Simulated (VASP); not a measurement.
Method: PBE GGA, VASP's PBE PAW potentials (set 64) (plane waves; VASP).

The input files of a VASP run:

POSCAR:
```
Au
1.0
  0.0000000000   2.0365781138   2.0365781138
  2.0365781138   0.0000000000   2.0365781138
  2.0365781138   2.0365781138   0.0000000000
Au
1
Cartesian
  0.0000000000   0.0000000000   0.0000000000
```

File KPOINTS:
```
Automatic mesh
0
Gamma
15 15 15
0 0 0
```

### INCAR
```
SYSTEM = Au
PREC = Accurate
ENCUT = 500
EDIFF = 1E-6
NELM = 100
ALGO = Normal
LREAL = .FALSE.
LASPH = .TRUE.
ISMEAR = 1
SIGMA = 0.1
GGA = PE
LMAXMIX = 6
LWAVE = .FALSE.
LCHARG = .FALSE.
IBRION = 2
ISIF = 3
NSW = 40
EDIFFG = -0.02
PSTRESS = 100
```

POTCAR, in this order: Au (PBE.64 set). Program: vasp_std.

Task: What will the output report for the number of irreducible k-points (NKPTS), largest plane-wave count, number of space-group operations, FFT grid (NGX, NGY, NGZ)?

Result: 
The number of irreducible k-points (NKPTS) comes out as 120, the largest plane-wave count is 444 and the number of space-group operations comes out as 48. The FFT grid (NGX, NGY, NGZ) is 24 × 24 × 24.

The compound is Au in the fcc structure. It was relaxed first under an external pressure of 10 GPa.
